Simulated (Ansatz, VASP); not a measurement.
# Cross-check of WSO (2H-WOS, 1 layer) between VASP and Ansatz

Aim: how closely do two programs agree when they are given the same cell, functional and k mesh? The structure shown is the start of the Ansatz relaxation below; VASP solves that cell, so the two are compared at the walk's first step.

Program: Ansatz 0.2.0. Level of theory: plane waves, with VASP 6.6.1 beside it; single point at PBE. Results are calculated unless marked as measured.

## 1. The starting structure

The cell holds 3 atoms: 1 S, 1 W and 1 O. Cell: a = 3.053 Å, b = 3.053 Å, c = 19.022 Å, α = 90.0°, β = 90.0°, γ = 120.0°. Vacuum lies along c.

Coordinates:

```cif
data_structure
_symmetry_space_group_name_H-M 'P 1'
_symmetry_Int_Tables_number 1
_cell_length_a 3.0530
_cell_length_b 3.0530
_cell_length_c 19.0222
_cell_angle_alpha 90.000
_cell_angle_beta 90.000
_cell_angle_gamma 120.000
_cell_volume 153.54
loop_
_atom_site_label
_atom_site_type_symbol
_atom_site_fract_x
_atom_site_fract_y
_atom_site_fract_z
_atom_site_occupancy
S1 S 0.33333 0.66667 0.42056 1
W2 W 0.00000 0.00000 0.51583 1
O3 O 0.33333 0.66667 0.57944 1
```

## 2. Ansatz: relaxation, PBE

Ansatz runs on its default PAW (the set named soft_2) files.

The two programs are compared at the cell with which this relaxation starts, whose forces are those of its first step.

File input.yaml:

```yaml
crystal:
  lattice:
    - [3.052956, 0.0, 0.0]
    - [-1.526478, 2.6439374526, 0.0]
    - [0.0, 0.0, 19.022203858]
  atoms:
    - { symbol: S, position: [0.3333333333, 0.6666666667, 0.4205611537] }
    - { symbol: W, position: [0.0, 0.0, 0.5158268599] }
    - { symbol: O, position: [0.3333333333, 0.6666666667, 0.5794388463] }
kpoints:
  mp_grid: { grid: [12, 12, 1] }
hamiltonian:
  xc: pbe
scf:
  occupations: { method: fermi_dirac, width: 0.05 }
  convergence: { dr2_threshold: 1.0e-08 }
efield:
  axis: 3
  dipole_correction: true
  ramp_position: 0.97
  ramp_width: 0.04
relax:
  f_tol: 0.01
  cell: { fix: [c, alpha, beta] }
output:
  write_potential: true
  write_density: true
  volumetric_format: npy
```

Started as:

```console
> ansatz run input.yaml --threads 4 --pin off --max-ram 8192MiB --backend cpu --events-out ev --progress --plain --runs-dir out
```

Numbers of over 12 decimals in the logs are rounded to 6 here.

What it wrote:

```text
Warning: relax.cell: scf.convergence.dr2_threshold = 1e-8 eV is looser than the 3e-10 eV advised for a relaxation that steers and ends on the stress (1e-10 eV for each atom of the cell: 3). What an SCF threshold leaves in a stress goes as its square root, and in the free energy as the threshold itself, and one threshold admits the most on a small cell: [figures from the program's tests cut] Set scf.convergence.dr2_threshold to 3e-10 eV or tighter. The threshold is an SCF's pass mark: one that does not reach it within its budget of iterations ends unconverged, or closes short of it on a stop that the run arms, and scf.convergence.dr2_threshold's page says what that costs each kind of run
Engine: ansatz 0.2.0, aarch64-unknown-linux-gnu
Pseudopotentials: kind: paw
Pseudopotential: S, paw, valence charge 6, recommended cutoff 420 eV (normal), S.paw.azcp
Pseudopotential: W, paw, valence charge 14, recommended cutoff 420 eV (normal), W.paw.azcp
Pseudopotential: O, paw, valence charge 6, recommended cutoff 420 eV (normal), O.paw.azcp
Functional definition: PBE
  parameter kappa = 0.804
  parameter beta = 0.066725
  exchange = pbe_x(kappa = kappa, mu = beta*pi^2/3)
  correlation = pbe_c(beta = beta)
Crystal: 3 atoms, lattice volume = 153.544 Å³
Basis set: ecut = 420 eV, 2991 PW (Γ), exchange–correlation on 48×48×256 points (8 copies of the dense FFT grid, shifted against one another)
Bands: 17, of which v1, the nominal top of the filled ones, is band 13 counted from 1 (12 counted from 0)
Symmetry: 6 space group operations
Space group: P3m1 (ITA 156), of the structure as read, at distance tolerance 5.4e-5 Å
k-points: 19 of 144 (time reversal used)
Non-local potential: S, projectors of the file, l = 0: 2, l = 1: 2, l = 2: 2
Non-local potential: W, projectors of the file, l = 0: 3, l = 1: 2, l = 2: 2, l = 3: 1
Non-local potential: O, projectors of the file, l = 0: 2, l = 1: 2, l = 2: 1
PAW form: soft (Blöchl's): semilocal exchange-correlation on the pseudo side does not see the compensation charge
PAW one-centre angular grid: S, 110 points (default); XC on 64 Gauss nodes
PAW one-centre angular grid: W, 590 points (default); XC on 64 Gauss nodes
PAW one-centre angular grid: O, 110 points (default); XC on 64 Gauss nodes
Initial density: superposition of atomic densities (neutral atoms: chi_scale 0, normalization atom), corrected by the library's trained network
Initial wavefunctions: pseudopotential atomic-orbital guess
Functional: x = pbe(κ = 0.804, μ = 0.219515), c = pbe(β = 0.066725)
SCF iter   1: F=—  HF=-11855.274844 eV  |F-HF|=—  |Δ(HF+E_count)|=         —  Δρ=4.06e-3  dr2=2.88e-2  ethr=1.77e-3  p=-0.072 e·Å  D=-8.44e-2 V/Å  ΔV_dip=1.61 eV  dr2_dipole=4.63e-4  V_vac-E_F(+/−)=6.20/4.60 eV  ⟨swp⟩=9.0  Hψ=2220  notcnv=0
efield: sawtooth ramp at fractional position 0.9700 (set: `efield.ramp_position`, or a place that a band, a saddle search or an elastic batch's reference lends), width 0.0400; the density the first Hamiltonian is built on has a dipole p = -0.072 e·Å; the dipole correction subtracts the counter field D = -8.44e-2 V/Å, which shifts the + side's vacuum level by +1.61 eV against the − side's; the planar-averaged density in the ramp window peaks in size at 3.2e-5 e/Å³
preconditioner: auto → none  [insulator: Δε(μ)=1.435 eV  Ē_g=9.228 eV  σ=0.050 eV  W_gap=1.00  n_scr=12 (ndim 8)  ℏωp=12.7 eV  f_vac=0.675  D(μ)=0.00/eV (n_scr^D=0)  ε∞_Penn≈2.9]
SCF iter   2: F=—  HF=-11855.288044 eV  |F-HF|=—  |Δ(HF+E_count)|=   1.32e-2  Δρ=5.09e-3  dr2=9.84e-2  ethr=1.11e-4  p=-0.058 e·Å  D=-6.79e-2 V/Å  ΔV_dip=1.29 eV  dr2_dipole=1.82e-2  V_vac-E_F(+/−)=5.81/4.52 eV  ⟨swp⟩=3.9  Hψ=968  notcnv=0
SCF iter   3: F=—  HF=-11855.286320 eV  |F-HF|=—  |Δ(HF+E_count)|=   1.72e-3  Δρ=3.75e-3  dr2=1.09e-1  ethr=1.11e-4  p=-0.092 e·Å  D=-1.08e-1 V/Å  ΔV_dip=2.05 eV  dr2_dipole=2.28e-2  V_vac-E_F(+/−)=6.16/4.11 eV  ⟨swp⟩=3.0  Hψ=649  notcnv=0
SCF iter   4: F=—  HF=-11855.280565 eV  |F-HF|=—  |Δ(HF+E_count)|=   5.75e-3  Δρ=2.79e-3  dr2=4.53e-2  ethr=1.11e-4  p=-0.086 e·Å  D=-1.02e-1 V/Å  ΔV_dip=1.94 eV  dr2_dipole=9.33e-3  V_vac-E_F(+/−)=6.13/4.19 eV  ⟨swp⟩=1.0  Hψ=459  notcnv=0
SCF iter   5: F=—  HF=-11855.277103 eV  |F-HF|=—  |Δ(HF+E_count)|=   3.46e-3  Δρ=8.49e-4  dr2=2.72e-3  ethr=1.11e-4  p=-0.080 e·Å  D=-9.41e-2 V/Å  ΔV_dip=1.79 eV  dr2_dipole=4.66e-4  V_vac-E_F(+/−)=6.05/4.26 eV  ⟨swp⟩=2.0  Hψ=420  notcnv=0
SCF iter   6: F=—  HF=-11855.277132 eV  |F-HF|=—  |Δ(HF+E_count)|=   2.87e-5  Δρ=1.73e-4  dr2=4.69e-5  ethr=1.05e-5  p=-0.079 e·Å  D=-9.36e-2 V/Å  ΔV_dip=1.78 eV  dr2_dipole=7.26e-6  V_vac-E_F(+/−)=6.04/4.26 eV  ⟨swp⟩=1.9  Hψ=381  notcnv=0
[...]
SCF iter   6: F=-11855.679343 eV  HF=-11855.679343 eV  |F-HF|=3.65e-9  |Δ(HF+E_count)|=   4.00e-8  Δρ=3.82e-6  dr2=7.21e-9  ethr=3.85e-11  p=-0.070 e·Å  D=-8.49e-2 V/Å  ΔV_dip=1.61 eV  dr2_dipole=1.53e-11  V_vac-E_F(+/−)=5.66/4.04 eV  ⟨swp⟩=9.5  Hψ=2796  notcnv=0
SCF 5 converged in 6 iterations: F = -11855.679343 eV  dr2 = 7.21e-9
relax step   5: F+E_penalty+E_count = -11855.67934278 eV  Δ(F+E_penalty+E_count) = -3.684e-4 eV  max|allowed force component| = 1.617e-3 eV/Å  Δτ_max = 0.0013 Å  P = -0.001 GPa  Ω = 148.883 Å³  energy of the carried Pulay correction = +2.660e-3 eV  fix = [c, alpha, beta]  reactions: c +0.011 GPa  (6 SCF iters, accepted)
Initial wavefunctions: pseudopotential atomic-orbital guess (no wavefunctions were taken with the density)
iter 1 solved again at ethr=9.02e-7 eV; its pass at ethr=3.10e-3 eV (dr2=2.34e-4 eV) is discarded
SCF iter   1: F=—  HF=-11855.677126 eV  |F-HF|=—  |Δ(HF+E_count)|=         —  Δρ=9.21e-5  dr2=2.00e-6  ethr=9.02e-7  p=-0.070 e·Å  D=-8.49e-2 V/Å  ΔV_dip=1.61 eV  dr2_dipole=1.02e-8  V_vac-E_F(+/−)=5.66/4.04 eV  ⟨swp⟩=4.2  Hψ=3399  notcnv=0
efield: sawtooth ramp at fractional position 0.9700 (set: `efield.ramp_position`, or a place that a band, a saddle search or an elastic batch's reference lends), width 0.0400; the density the first Hamiltonian is built on has a dipole p = -0.070 e·Å; the dipole correction subtracts the counter field D = -8.49e-2 V/Å, which shifts the + side's vacuum level by +1.61 eV against the − side's; the planar-averaged density in the ramp window peaks in size at 2.1e-6 e/Å³
preconditioner: auto → none  [insulator: Δε(μ)=1.544 eV  Ē_g=10.036 eV  σ=0.050 eV  W_gap=1.00  n_scr=12 (ndim 8)  ℏωp=12.9 eV  f_vac=0.686  D(μ)=0.00/eV (n_scr^D=0)  ε∞_Penn≈2.7]
SCF iter   2: F=—  HF=-11855.677220 eV  |F-HF|=—  |Δ(HF+E_count)|=   9.33e-5  Δρ=5.14e-5  dr2=3.56e-6  ethr=7.68e-9  p=-0.070 e·Å  D=-8.48e-2 V/Å  ΔV_dip=1.61 eV  dr2_dipole=4.33e-7  V_vac-E_F(+/−)=5.66/4.04 eV  ⟨swp⟩=3.2  Hψ=689  notcnv=0
SCF iter   3: F=—  HF=-11855.677221 eV  |F-HF|=—  |Δ(HF+E_count)|=   1.26e-6  Δρ=4.94e-5  dr2=1.08e-5  ethr=7.68e-9  p=-0.070 e·Å  D=-8.52e-2 V/Å  ΔV_dip=1.62 eV  dr2_dipole=2.36e-6  V_vac-E_F(+/−)=5.66/4.04 eV  ⟨swp⟩=2.5  Hψ=506  notcnv=0  recentre
SCF iter   4: F=—  HF=-11855.677220 eV  |F-HF|=—  |Δ(HF+E_count)|=   1.00e-6  Δρ=1.88e-5  dr2=1.10e-6  ethr=7.68e-9  p=-0.070 e·Å  D=-8.48e-2 V/Å  ΔV_dip=1.61 eV  dr2_dipole=1.50e-7  V_vac-E_F(+/−)=5.66/4.04 eV  ⟨swp⟩=2.6  Hψ=491  notcnv=0
SCF iter   5: F=—  HF=-11855.677220 eV  |F-HF|=—  |Δ(HF+E_count)|=   4.36e-8  Δρ=5.77e-6  dr2=1.71e-8  ethr=4.22e-9  p=-0.070 e·Å  D=-8.49e-2 V/Å  ΔV_dip=1.62 eV  dr2_dipole=1.06e-9  V_vac-E_F(+/−)=5.66/4.04 eV  ⟨swp⟩=2.0  Hψ=374  notcnv=0
SCF iter   6: F=-11855.677220 eV  HF=-11855.677220 eV  |F-HF|=8.39e-10  |Δ(HF+E_count)|=   9.71e-9  Δρ=2.09e-6  dr2=1.98e-9  ethr=3.85e-11  p=-0.070 e·Å  D=-8.49e-2 V/Å  ΔV_dip=1.61 eV  dr2_dipole=1.63e-11  V_vac-E_F(+/−)=5.66/4.04 eV  ⟨swp⟩=13.8  Hψ=2902  notcnv=0
SCF 6 converged in 6 iterations: F = -11855.677220 eV  dr2 = 1.98e-9
relax step   6: F+E_penalty+E_count = -11855.67722001 eV  Δ(F+E_penalty+E_count) = +2.123e-3 eV  max|allowed force component| = 1.142e-3 eV/Å  Δτ_max = 0.0000 Å  P = -0.025 GPa  Ω = 148.883 Å³  fix = [c, alpha, beta]  reactions: c -0.001 GPa  stress off target by 3.77e-2 GPa on what of the cell is left free  SCF on the basis re-selected at this cell (its energy is not comparable with the rows above)  (6 SCF iters)
basis re-selected at this cell: Δ(F+E_penalty+E_count) = +2.123e-3 eV, ΔP = -0.025 GPa vs the last step (what re-selecting the basis moved, of the pressure what is left beyond the Pulay correction that the steps carried, after the strain that the cell walked since its last selection, with what the two solves' SCF thresholds leave and, on support functions, any second-order correction that the steps lacked; it is no m [...]
WARN: The output density's exchange-correlation potential varies sharply where the density is thin. Do not read a vacuum level from v_tot or v_xc, or from such a field of the output density. On a cell that repeats whose density bears no net charge and no dipole along the vacuum's axis use v_es (v_loc + v_h of the components); under efield.dipole_correction with no amplitude use v_es + v_field, which holds any externa [...]
SCF converged after 6 iterations
Free energy (F): -11855.677220 eV
Harris-Foulkes:  -11855.677220 eV  (|F-HF|=8.39e-10)
Internal energy: -11855.677220 eV  (E = F + TS)
E sigma→0 (E₀):  -11855.677220 eV
Fermi energy:    0.404014 eV
Dipole field:    D = -0.084904 V/Å  (p = -0.069858 e·Å, saw-weighted, corrected)
Work function:   Φ+ = 5.6572 eV   Φ− = 4.0421 eV
Levels:          The Fermi level and band energies are counted from a zero that moves with the ramp; work functions are not
--- Per-component energies (eV) ---
  E_band       = -519.406742
  E_kinetic    = 732.591563
  E_local      = -17250.818926  (includes V_loc(G=0)·N_el)
  E_nonlocal   = 76.054995
  E_hartree    = 8253.818326
  E_xc         = -438.060879
  E_vxc        = -420.670828  (∫ρ·V_xc dr)
  E_paw        = -9320.188208  (= ΣΔE_a)
  E_vpaw       = -164.955235  (= ΣTr[D̂ρ^β])
  E_aug_tail   = 0.002360  (compensation charges beyond the density's cutoff)
  E_efield     = 0.002966  (sawtooth field / dipole correction)
  E_vefield    = 0.753592  (∫n·V_field dr)
  E_ewald      = 6090.920583
  E_smearing   = -0.000000  (= −TS)
  E_closure    = -0.000000  (closes the sum)
  Σ components = -11855.677220   (vs F -11855.677220, Δ=0.00e0)
--- Forces (eV/Å), atoms counted from 1 ---
  atom   1  S      0.00000000     0.00000000     0.00056778
  atom   2  W     -0.00000000     0.00000000    -0.00114184
  atom   3  O      0.00000000    -0.00000000     0.00057507
  max |Σ_I F_I| component: 1.02e-6 eV/Å
--- Stress (GPa, compression-positive) ---
       -0.037682       0.000000       0.000000
        0.000000      -0.037682       0.000000
        0.000000       0.000000      -0.000711
  P = ⅓ Tr σ = -0.0254 GPa (-0.254 kbar)
--- Band table (eV; the first three rows and the last of 19) ---
  k-point 0: bands = [... 9 lower, -3.8464, -2.5898, -2.5898, -0.3577, 1.9735, 1.9735, 2.5003, 2.5003]
  k-point 1: bands = [... 9 lower, -3.8421, -2.8326, -2.6992, -0.4874, 1.8607, 1.9798, 2.3073, 2.6449]
  k-point 2: bands = [... 9 lower, -4.1853, -3.1449, -2.9020, -0.9418, 1.6777, 1.9411, 2.2319, 3.0723]
  k-point 18: bands = [... 9 lower, -5.3906, -4.5654, -3.5634, -1.3087, 1.1862, 2.7701, 3.6221, 4.3708]
--- Relaxed structure (5 steps of the walk, 5 accepted, 1 SCFs on fresh bases) ---
  F+E_penalty+E_count = -11855.67722001 eV   max|allowed force component| = 1.142e-3 eV/Å   (the final SCF, on the basis selected at the relaxed cell)
  cell:  # Å, volume = 148.8827 Å³
    - [3.006259, -3.4562913848341176e-18, 0]
    - [-1.503129, 2.603496, 0]
    - [0, 0, 19.022203858]
  atoms:
    - { symbol: S, position: [0.333333, 0.666667, 0.427570] }
    - { symbol: W, position: [0, -3.700743415524894e-17, 0.513496] }
    - { symbol: O, position: [0.333333, 0.666667, 0.574761] }
```

The column dr2 measures how far the density is from self-consistency, as an energy; F and HF (Harris–Foulkes) agree once it is small.

(Continued in part 2 of 2.)

[Lines on the potential files, build, host, timing and source positions are cut from VASP's logs without a mark.]

[Logs are printed without paths, hosts, clocks, repeated set-up lines and the standing remarks that a program may print on its own settings, such as how far it seeks lower states.]

[Hosts, paths, dates, database ids (printed as entryN), source tags and the programs' standing remarks are cut or masked in the printed files.]
